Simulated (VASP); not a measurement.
## OsO: single point with LDA

OsO:

```xyz
2
Lattice="3.3211 0.0000 0.0000 -1.6606 2.8762 0.0000 0.0000 0.0000 4.6590" Properties=species:S:1:pos:R:3 pbc="T T T"
Os    0.0000    0.0000    2.3295
O     0.0000    0.0000    0.0000
```

The cell was built by a generator and needn't be a form met in nature.

```json
{
 "Program": "VASP 6.6.1",
 "Task": "single point",
 "Functional": "LDA",
 "Potentials or basis": "VASP PAW LDA potentials, release 64 (Os_sv_GW, O_GW)",
 "Cutoff": "600 eV",
 "k mesh": "9 × 9 × 6",
 "Occupations": "gaussian, width 0.1 eV",
 "Spin": "no spin polarisation",
 "Further INCAR settings": "ALGO = Normal; EDIFF = 1.00e-07; NBANDS = 18"
}
```

The pressure is -45.9 GPa and the band gap on the k mesh is none (metal or under the smearing width).

Stress tensor (GPa, compression positive):
```
-26.02   0.00   0.00
  0.00 -26.02   0.00
  0.00   0.00 -85.71
```

Levels at points of the mesh, in eV from the Fermi level:
```tsv
k point	band 9	band 10	band 11	band 12	band 13	band 14
(0.00, 0.00, 0.00)	-0.99	-0.83	-0.83	-0.13	-0.13	0.34
(0.00, 0.00, 0.50)	-1.58	-0.98	-0.98	0.86	0.86	4.33
```

Run time: 40 s on 1 thread of Intel(R) Xeon(R) 6975P-C (Granite Rapids), on a shared host, peak memory 0.18 GiB.

Caveat: a pressure of tens of GPa on the cell as given is suspect, and the run, the potentials or the cell itself is likely at fault. The run has no spin-orbit coupling, so splittings on Os are missing.
